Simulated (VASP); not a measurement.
# Hg3Ge (P6_3/mmc) in VASP: equation of state

How stiff is Hg3Ge in PBE, and what volume does it want? The cell is scaled to several volumes.

All numbers are computed with VASP 6.6.1; they aren't measurements. Logs are shortened: lines on timing, memory, paths and dates and some standing lists are left out, and cuts for length are marked.

**1. The structure**

Symmetry: P6_3/mmc, No. 194, hexagonal system. Conventional cell: a = 6.470 Å, b = 6.470 Å, c = 5.247 Å, α = 90.00°, β = 90.00°, γ = 120.00°. Around Hg (site symmetry mm2) lie 8 Hg at 3.20 to 3.27 Å and 4 Ge at 3.21 to 3.24 Å. Around Ge (site symmetry -6m2) lie 12 Hg at 3.21 to 3.24 Å.

The cell comes from a database or a generator and needn't be the stable form of this composition.

**2. Equation of state, PBE, 22.35 Å³/atom (volume scaled by 0.94)**

INCAR reads:

```
SYSTEM = Hg3Ge
ALGO     = Normal         ! electronic algorithm
EDIFF    = 1E-7           ! SCF threshold, eV
ENCUT    = 520            ! plane-wave cutoff, eV
GGA      = PE             ! functional
ISIF     = 2              ! what is computed and relaxed
ISMEAR   = -1             ! smearing method
LASPH    = .True.         ! aspherical terms in the spheres
LCHARG   = .False.        ! write CHGCAR
LREAL    = .False.        ! projectors in reciprocal space
LWAVE    = .False.        ! write WAVECAR
NBANDS   = 60             ! bands
NELM     = 80             ! most SCF steps
PREC     = Accurate       ! precision mode
SIGMA    = 0.05           ! smearing width, eV
```

KPOINTS reads:

```
k-points
0
Gamma
  5 5 5
  0 0 0
```

POSCAR reads:

```
Hg3Ge
1.0
    6.3383707729      0.0000000000      0.0000000000
   -3.1691853864      5.4891901079      0.0000000000
    0.0000000000      0.0000000000      5.1401273314
Hg Ge
6 2
Direct
    0.1686335050      0.3372670100      0.2500000000
    0.1686335050      0.8313664950      0.2500000000
    0.6627329900      0.8313664950      0.2500000000
    0.8313664950      0.6627329900      0.7500000000
    0.8313664950      0.1686335050      0.7500000000
    0.3372670100      0.1686335050      0.7500000000
    0.3333333333      0.6666666667      0.7500000000
    0.6666666667      0.3333333333      0.2500000000
```

Potentials or basis: VASP PAW PBE potentials, release 64 (Hg, Ge_d).

Run with:

```console
$ cat potpaw_PBE.64/Hg/POTCAR potpaw_PBE.64/Ge_d/POTCAR > POTCAR
$ mpirun -np 1 vasp_std > vasp.out
```

OUTCAR:

```text
SYSTEM = Hg3Ge
   EDIFF = 1E-7
   ENCUT = 520
   GGA = PE
   ISIF = 2
   ISMEAR = -1
   LASPH = .True.
   LREAL = .False.
   NELM = 80
   PREC = Accurate

 Found     15 irreducible k-points:

 Following reciprocal coordinates:
            Coordinates               Weight
  0.000000  0.000000  0.000000      1.000000
  0.200000  0.000000  0.000000      6.000000
  0.400000  0.000000  0.000000      6.000000
  0.200000  0.200000  0.000000      6.000000
  0.400000  0.200000  0.000000      6.000000
  0.000000  0.000000  0.200000      2.000000
   k-points           NKPTS =     15   k-points in BZ     NKDIM =     15   number of bands    NBANDS=     60
   number of dos      NEDOS =    301   number of ions     NIONS =      8
   total plane-waves  NPLWV =  92160
   dimension x,y,z NGX =    48 NGY =   48 NGZ =   40
   dimension x,y,z NGXF=    96 NGYF=   96 NGZF=   80
   ions per type =               6   2
   NGX,Y,Z   is equivalent  to a cutoff of  12.59, 12.59, 12.94 a.u.
   NGXF,Y,Z  is equivalent  to a cutoff of  25.18, 25.18, 25.87 a.u.
 SYSTEM =  Hg3Ge
   PREC   = accura    normal or accurate (medium, high low for compatibility)
   ISTART =      0    job   : 0-new  1-cont  2-samecut
   ICHARG =      2    charge: 1-file 2-atom 10-const
   ISPIN  =      1    spin polarized calculation?
   LNONCOLLINEAR =      F non collinear calculations
   LSORBIT =      F    spin-orbit coupling
   LASPH  =      T    aspherical Exc in radial PAW
   ENCUT  =  520.0 eV  38.22 Ry    6.18 a.u.  11.79 11.79  9.56*2*pi/ulx,y,z
   NELM   =     80;   NELMIN=  2; NELMDL= -5     # of ELM steps
   EDIFF  = 0.1E-06   stopping-criterion for ELM
   LREAL  =      F    real-space projection
   EDIFFG = 0.1E-05   stopping-criterion for IOM
   NSW    =      0    number of steps for IOM
   IBRION =     -1    ionic relax: 0-MD 1-quasi-New 2-CG
   NFREE  =      0    steps in history (QN), initial steepest desc. (CG)
   ISIF   =      2    stress and relaxation
   ISYM   =      2    0-nonsym 1-usesym 2-fastsym
   POTIM  = 0.5000    time-step for ionic-motion
   TEBEG  =    0.0;   TEEND  =   0.0 temperature during run
   PSTRESS=    0.0 pullay stress
   NELECT =     100.0000    total number of electrons
   NUPDOWN=      -1.0000    fix difference up-down
   EMIN   =  10.00;   EMAX   =-10.00  energy-range for DOS
   EFERMI =   0.00;   METHOD = LEGACY
   ISMEAR =    -1;   SIGMA  =   0.05  broadening in eV -4-tet -1-fermi 0-gaus
   EFERMI_NEDOS =   21; number of points for ismear=-14 and -15
   IALGO  =     38    algorithm
   IMIX   =      4    mixing-type and parameters
     AMIX     =   0.40;   BMIX     =  1.00
     AMIX_MAG =   1.60;   BMIX_MAG =  1.00
  volume/ion in A,a.u.               =      22.35       150.86
  Fermi-wavevector in a.u.,A,eV,Ry     =   1.348719  2.548710 24.749592  1.819044
  Thomas-Fermi vector in A             =   2.476365
   LORBIT       =      0    0 simple, 1 ext, 2 COOP (PROOUT), +10 PAW based schemes
   GGA     = PE    functional components
   LHFCALC =     F    Hartree Fock is set to
   AEXX    =    0.0000 exact exchange contribution
   IVDW    =     0    specifies the selected vdW correction
   LEPSILON=     F    determine dielectric tensor
   LRPA    =     F    only Hartree local field effects (RPA)
 non-spin polarized calculation
  energy-cutoff  :      520.00
  volume of cell :      178.84
 maximum number of plane-waves:      4849
 NGX is ok and might be reduce to    48
   NGX = 23   NGY = 23   NGZ = 19

 number of electron     100.0000039 magnetization

 Free energy of the ion-electron system (eV)
  ---------------------------------------------------
  ext. energy  EPLUGINS =         0.00000000
  ---------------------------------------------------
  free energy    TOTEN  =        -8.04737441 eV

  energy without entropy =       -8.02944485  energy(sigma->0) =       -8.03840963

 E-fermi :   3.7976     XC(G=0): -11.0072

 val. band max:        3.7585350782   @ k =   0.0000   0.0000   0.0000
 cond. band min:       3.8349564728   @ k =   0.2000   0.0000   0.4000
 fundamental gap:      0.0764213946
 Fermi energy:         3.7976331471

 k-point     1 :       0.0000    0.0000    0.0000
  band No.  band energies     occupation
      1     -21.2569      2.00000
      2     -21.2561      2.00000
      3     -21.2537      2.00000
      4     -21.2537      2.00000
      5     -21.2524      2.00000
      6     -21.2524      2.00000
[... 52 lines left out ...]
     59       8.8220      0.00000
     60       9.2843      0.00000

 k-point     2 :       0.2000    0.0000    0.0000
  band No.  band energies     occupation
      1     -21.2568      2.00000
      2     -21.2562      2.00000
      3     -21.2538      2.00000
      4     -21.2536      2.00000
      5     -21.2525      2.00000
      6     -21.2523      2.00000
[... 52 lines left out ...]
     59       8.7207      0.00000
     60       9.0095      0.00000

 k-point     3 :       0.4000    0.0000    0.0000
  band No.  band energies     occupation
      1     -21.2566      2.00000
      2     -21.2562      2.00000
      3     -21.2538      2.00000
      4     -21.2534      2.00000
      5     -21.2527      2.00000
      6     -21.2523      2.00000
[... 52 lines left out ...]
     59       8.3198      0.00000
     60       8.6611      0.00000

 k-point     4 :       0.2000    0.2000    0.0000
  band No.  band energies     occupation
      1     -21.2566      2.00000
      2     -21.2562      2.00000
      3     -21.2538      2.00000
      4     -21.2534      2.00000
      5     -21.2527      2.00000
      6     -21.2523      2.00000
[... 52 lines left out ...]
     59       8.7196      0.00000
     60       8.8798      0.00000

 k-point     5 :       0.4000    0.2000    0.0000
  band No.  band energies     occupation
      1     -21.2565      2.00000
      2     -21.2563      2.00000
      3     -21.2538      2.00000
      4     -21.2532      2.00000
      5     -21.2529      2.00000
      6     -21.2523      2.00000
[... 52 lines left out ...]
     59       8.3890      0.00000
     60       9.0847      0.00000

 k-point     6 :       0.0000    0.0000    0.2000
  band No.  band energies     occupation
      1     -21.2568      2.00000
      2     -21.2561      2.00000
      3     -21.2537      2.00000
      4     -21.2537      2.00000
      5     -21.2526      2.00000
      6     -21.2526      2.00000
[... 52 lines left out ...]
     59       9.3268      0.00000
     60       9.3268      0.00000

 [... further k-points ...]
[... 5 lines left out ...]
  --------------------------------------------------------------------------------------
  -------------------------------------------------------------------------------------
  Total        4.1329446      4.1329446      2.2113457      0.0000000      0.0000000      0.0000000
  in kB       37.0263054     37.0263054     19.8110476      0.0000000      0.0000000      0.0000000
  external PRESSURE =      31.2878861 kB  Pullay stress =       0.0000000 kB

 VOLUME and BASIS-vectors are now :
 -----------------------------------------------------------------------------
  energy-cutoff  :      520.00
  volume of cell :      178.84
      direct lattice vectors                 reciprocal lattice vectors
     6.338370773  0.000000000  0.000000000     0.157769250  0.091088119  0.000000000
    -3.169185386  5.489190108  0.000000000     0.000000000  0.182176237  0.000000000
     0.000000000  0.000000000  5.140127331     0.000000000  0.000000000  0.194547710

 POSITION                                       TOTAL-FORCE (eV/Angst)
 -----------------------------------------------------------------------------------
      0.00000      1.85132      1.28503        -0.000000     -0.050674      0.000000
     -1.56589      4.56353      1.28503        -0.043885      0.025337     -0.000000
      1.56589      4.56353      1.28503         0.043885      0.025337      0.000000
      3.16919      3.63787      3.85510         0.000000      0.050674     -0.000000
      4.73508      0.92566      3.85510         0.043885     -0.025337      0.000000
      1.60329      0.92566      3.85510        -0.043885     -0.025337     -0.000000
     -0.00000      3.65946      3.85510        -0.000000     -0.000000     -0.000000
      3.16919      1.82973      1.28503        -0.000000     -0.000000     -0.000000
 -----------------------------------------------------------------------------------
    total drift:                               -0.000000      0.000000     -0.000000

  FREE ENERGIE OF THE ION-ELECTRON SYSTEM (eV)
  ---------------------------------------------------
  free  energy   TOTEN  =        -8.0473744105 eV

  energy  without entropy=       -8.0294448472  energy(sigma->0) =       -8.03840963
```

OSZICAR:

```text
N       E                     dE             d eps       ncg     rms          rms(c)
DAV:   1     0.121912908169E+04    0.12191E+04   -0.47041E+04  2380   0.310E+03
DAV:   2     0.165346949943E+03   -0.10538E+04   -0.10084E+04  1824   0.947E+02
DAV:   3     0.244950575483E+01   -0.16290E+03   -0.15824E+03  1864   0.210E+02
DAV:   4    -0.842163036404E+01   -0.10871E+02   -0.10752E+02  2072   0.598E+01
DAV:   5    -0.864476585199E+01   -0.22314E+00   -0.22281E+00  1964   0.873E+00    0.103E+01
DAV:   6    -0.806113783465E+01    0.58363E+00   -0.17401E+00  2036   0.838E+00    0.834E+00
DAV:   7    -0.805161566359E+01    0.95222E-02   -0.24078E-01  1916   0.202E+00    0.418E+00
DAV:   8    -0.804807552087E+01    0.35401E-02   -0.30942E-02  2036   0.139E+00    0.206E-01
DAV:   9    -0.804726290997E+01    0.81261E-03   -0.56761E-03  2052   0.586E-01    0.614E-02
DAV:  10    -0.804736173789E+01   -0.98828E-04   -0.47169E-04  1924   0.145E-01    0.281E-02
DAV:  11    -0.804736768226E+01   -0.59444E-05   -0.35136E-05  2148   0.419E-02    0.114E-02
DAV:  12    -0.804737424429E+01   -0.65620E-05   -0.11430E-05  1900   0.151E-02    0.298E-03
DAV:  13    -0.804737441463E+01   -0.17034E-06   -0.40187E-07  1456   0.388E-03    0.128E-03
DAV:  14    -0.804737441054E+01    0.40891E-08   -0.10487E-07  1204   0.180E-03
   1 F= -.80473744E+01 E0= -.80384096E+01  d E =-.179296E-01
```

Wall time 2.9 min (1 thread of Intel Xeon Platinum 8488C (Sapphire Rapids), shared host); peak memory 0.37 GiB.

What came out:

```yaml
Free_energy: -8.0474 eV
Pressure: 3.1 GPa
Largest_force: 0.051 eV/Å
Band_gap_on_the_k_mesh: none (metal or under the smearing width)
```

**3. Equation of state, PBE, 22.83 Å³/atom (volume scaled by 0.96)**

INCAR reads:

```
SYSTEM = Hg3Ge
PREC = Accurate ; ENCUT = 520
EDIFF = 1E-7 ; ISMEAR = -1
SIGMA = 0.05 ; LREAL = .False.
LASPH = .True. ; NELM = 100
ALGO = Normal ; ISIF = 2
LWAVE = .False. ; LCHARG = .False.
GGA = PE ; NBANDS = 60
```

KPOINTS reads:

```
Automatic mesh
0
Gamma
  5 5 5
  0 0 0
```

Edit POSCAR of step 2 so:

```diff
@@ -2,5 +2,5 @@
 1.0
-    6.3383707729      0.0000000000      0.0000000000
-   -3.1691853864      5.4891901079      0.0000000000
-    0.0000000000      0.0000000000      5.1401273314
+    6.3830086575      0.0000000000      0.0000000000
+   -3.1915043287      5.5278476500      0.0000000000
+    0.0000000000      0.0000000000      5.1763266039
 Hg Ge
```

Potentials or basis: VASP PAW PBE potentials, release 64 (Hg, Ge_d).

Run with:

```console
$ cat potpaw_PBE.64/Hg/POTCAR potpaw_PBE.64/Ge_d/POTCAR > POTCAR
$ mpirun -np 1 vasp_std > vasp.out
```

Wall time 2.7 min (1 thread of Intel Xeon Platinum 8488C (Sapphire Rapids), shared host); peak memory 0.36 GiB.

The run converged. Its results:

- Free energy: -8.1088 eV
- Pressure: 1.9 GPa
- Largest force: 0.043 eV/Å
- Band gap on the k mesh: none (metal or under the smearing width)

**4. Equation of state, PBE, 23.31 Å³/atom (volume scaled by 0.98)**

INCAR reads:

```
SYSTEM = Hg3Ge
  ALGO = Normal
  EDIFF = 1E-7
  ENCUT = 520
  GGA = PE
  ISIF = 2
  ISMEAR = -1
  LASPH = .True.
  LCHARG = .False.
  LREAL = .False.
  LWAVE = .False.
  NBANDS = 60
  NELM = 100
  PREC = Accurate
  SIGMA = 0.05
```

KPOINTS reads:

```
k-points
0
Gamma
  5 5 5
  0 0 0
```

Edit POSCAR of step 3 so:

```diff
@@ -2,5 +2,5 @@
 1.0
-    6.3830086575      0.0000000000      0.0000000000
-   -3.1915043287      5.5278476500      0.0000000000
-    0.0000000000      0.0000000000      5.1763266039
+    6.4270307980      0.0000000000      0.0000000000
+   -3.2135153990      5.5659719419      0.0000000000
+    0.0000000000      0.0000000000      5.2120265362
 Hg Ge
```

Run with:

```console
$ cat potpaw_PBE.64/Hg/POTCAR potpaw_PBE.64/Ge_d/POTCAR > POTCAR
$ mpirun -np 1 vasp_std > vasp.out
```

Run time: 3.7 min. Hardware: 1 thread of Intel Xeon Platinum 8488C (Sapphire Rapids), shared host; peak memory 0.35 GiB.

It converged, with:

- Free energy: -8.1429 eV
- Pressure: 0.8 GPa
- Largest force: 0.035 eV/Å
- Band gap on the k mesh: none (metal or under the smearing width)

**5. Equation of state, PBE, 24.26 Å³/atom (volume scaled by 1.02)**

INCAR reads:

```
SYSTEM = Hg3Ge
  PREC = Accurate
  ENCUT = 520
  EDIFF = 1E-7
  ISMEAR = -1
  SIGMA = 0.05
  LREAL = .False.
  LASPH = .True.
  NELM = 60
  ALGO = Normal
  ISIF = 2
  LWAVE = .False.
  LCHARG = .False.
  GGA = PE
  NBANDS = 60
```

KPOINTS reads:

```
regular mesh
0
Gamma
  5 5 5
  0 0 0
```

Edit POSCAR of step 4 so:

```diff
@@ -2,5 +2,5 @@
 1.0
-    6.4270307980      0.0000000000      0.0000000000
-   -3.2135153990      5.5659719419      0.0000000000
-    0.0000000000      0.0000000000      5.2120265362
+    6.5133099631      0.0000000000      0.0000000000
+   -3.2566549815      5.6406918908      0.0000000000
+    0.0000000000      0.0000000000      5.2819949730
 Hg Ge
```

Run with:

```console
$ cat potpaw_PBE.64/Hg/POTCAR potpaw_PBE.64/Ge_d/POTCAR > POTCAR
$ mpirun -np 1 vasp_std > vasp.out
```

Wall time 2.9 min (1 thread of Intel Xeon Platinum 8488C (Sapphire Rapids), shared host); peak memory 0.36 GiB.

It converged, with:

```
Free energy            : -8.1435 eV
Pressure               : -0.9 GPa
Largest force          : 0.019 eV/Å
Band gap on the k mesh : none (metal or under the smearing width)
```

**6. Equation of state, PBE, 24.73 Å³/atom (volume scaled by 1.04)**

INCAR reads:

```
  PREC = Accurate
  ENCUT = 520
  EDIFF = 1E-7
  ISMEAR = -1
  SIGMA = 0.05
  LREAL = False
  LASPH = True
  NELM = 80
  ALGO = Normal
  ISIF = 2
  LWAVE = False
  LCHARG = False
  GGA = PE
  NBANDS = 60
```

KPOINTS reads:

```
Automatic mesh
0
Gamma
  5 5 5
```

Edit POSCAR of step 5 so:

```diff
@@ -2,5 +2,5 @@
 1.0
-    6.5133099631      0.0000000000      0.0000000000
-   -3.2566549815      5.6406918908      0.0000000000
-    0.0000000000      0.0000000000      5.2819949730
+    6.5556053688      0.0000000000      0.0000000000
+   -3.2778026844      5.6773207865      0.0000000000
+    0.0000000000      0.0000000000      5.3162946027
 Hg Ge
```

Potentials or basis: VASP PAW PBE potentials, release 64 (Hg, Ge_d).

Run with:

```console
$ cat potpaw_PBE.64/Hg/POTCAR potpaw_PBE.64/Ge_d/POTCAR > POTCAR
$ mpirun -np 1 vasp_std > vasp.out
```

It took 3 min on 1 thread of Intel Xeon Platinum 8488C (Sapphire Rapids), shared host; peak memory 0.37 GiB.

It converged, with:

| Property | Result |
| --- | --- |
| Free energy | -8.1159 eV |
| Pressure | -1.6 GPa |
| Largest force | 0.011 eV/Å |
| Band gap on the k mesh | none (metal or under the smearing width) |

**7. Equation of state, PBE, 25.21 Å³/atom (volume scaled by 1.06)**

INCAR reads:

```
ALGO = Normal
EDIFF = 1E-7
ENCUT = 520
GGA = PE
ISIF = 2
ISMEAR = -1
LASPH = True
LCHARG = False
LREAL = False
LWAVE = False
NBANDS = 60
NELM = 100
PREC = Accurate
SIGMA = 0.05
```

KPOINTS reads:

```
k-points
0
Gamma
  5 5 5
```

Edit POSCAR of step 6 so:

```diff
@@ -2,5 +2,5 @@
 1.0
-    6.5556053688      0.0000000000      0.0000000000
-   -3.2778026844      5.6773207865      0.0000000000
-    0.0000000000      0.0000000000      5.3162946027
+    6.5973619428      0.0000000000      0.0000000000
+   -3.2986809714      5.7134830404      0.0000000000
+    0.0000000000      0.0000000000      5.3501572648
 Hg Ge
```

Run with:

```console
$ cat potpaw_PBE.64/Hg/POTCAR potpaw_PBE.64/Ge_d/POTCAR > POTCAR
$ mpirun -np 1 vasp_std > vasp.out
```

Wall time 3.5 min (1 thread of Intel Xeon Platinum 8488C (Sapphire Rapids), shared host); peak memory 0.37 GiB.

The run converged. Its results:

```yaml
Free_energy: -8.0731 eV
Pressure: -2.2 GPa
Band_gap_on_the_k_mesh: none (metal or under the smearing width)
```

**8. Equation of state, PBE**

Potentials or basis: VASP PAW PBE potentials, release 64 (Hg, Ge_d).

This step only gathers the single runs of the series.

Results:

```yaml
Equilibrium_volume: 23.78 Å³/atom
Bulk_modulus_at_fixed_shape_and_positions: 43 GPa
Pressure_derivative_of_the_bulk_modulus: 6.3
```

Energy against volume, from the lowest point:
```
volume (Å³/atom)  energy (meV/atom)
          22.355              13.26
          22.830               5.58
          23.306               1.31
          23.782               0.00
          24.257               1.24
          24.733               4.68
          25.209              10.04
```

Caveat: the cell was scaled at fixed shape and fractional positions, which overstates the stiffness of a crystal with free parameters, most of all of layers and chains. Spin-orbit coupling is left out, which matters for the levels of Hg.
